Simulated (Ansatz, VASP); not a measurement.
GeBi3 in VASP and in Ansatz

File INCAR:

```
  PREC = Accurate
  ENCUT = 520
  EDIFF = 1E-7
  ISMEAR = -1
  SIGMA = 0.05
  LREAL = F
  LASPH = T
  NELM = 60
  ALGO = Normal
  ISIF = 2
  LWAVE = F
  LCHARG = F
  GGA = PE
  NBANDS = 38
```

Contents of KPOINTS:

```
regular mesh
0
Gamma
  6 6 6
```

The input POSCAR:

```
GeBi3
1.0
    0.0000000000      3.8924298324      3.8924298324
    3.8924298324      0.0000000000      3.8924298324
    3.8924298324      3.8924298324      0.0000000000
Bi Ge
3 1
Direct
    0.5000000000      0.5000000000      0.5000000000
    0.7500000000      0.7500000000      0.7500000000
    0.2500000000      0.2500000000      0.2500000000
    0.0000000000      0.0000000000      0.0000000000
```

The input input.yaml:

```yaml
crystal:
  lattice:
    - [0.0, 3.8924298324, 3.8924298324]
    - [3.8924298324, 0.0, 3.8924298324]
    - [3.8924298324, 3.8924298324, 0.0]
  atoms:
    - { symbol: Bi, position: [0.5, 0.5, 0.5] }
    - { symbol: Bi, position: [0.75, 0.75, 0.75] }
    - { symbol: Bi, position: [0.25, 0.25, 0.25] }
    - { symbol: Ge, position: [0.0, 0.0, 0.0] }
hamiltonian:
  xc: pbe
  pseudopotentials: { kind: paw }
kpoints:
  mp_grid: { grid: [6, 6, 6] }
scf:
  occupations: { method: fermi_dirac, width: 0.05 }
output:
  forces: true
  stress: true
  eigenvalues: true
  write_density: true
  write_potential: true
  elf: true
  volumetric_format: npy
```

Change from the starting cell: volume scaled by 1.02.

Alike in both runs: task single point; functional PBE; k mesh 6 × 6 × 6; occupations fermi-dirac, width 0.05 eV; no spin polarisation.

```csv
,VASP,Ansatz
version,VASP 6.6.1,Ansatz 0.2.0
potentials or method,"VASP PAW PBE potentials, release 64 (Bi_d, Ge_d)",Ansatz PAW
plane-wave cutoff (eV),520,420
valence electrons in the cell,59,59
```

VASP gave:

| Quantity | Value |
| --- | --- |
| gap on the k mesh at the Fermi level (eV) | none |
| pressure (GPa) | -0.1 |

Problem. Estimate Ansatz's values.

Solution. gap on the k mesh at the Fermi level (eV): none; pressure (GPa): 0.0.

A gap of «none» marks a metal or a gap that the smearing closes.

Caveats: spin-orbit coupling is left out, which moves the levels of the heavy elements.
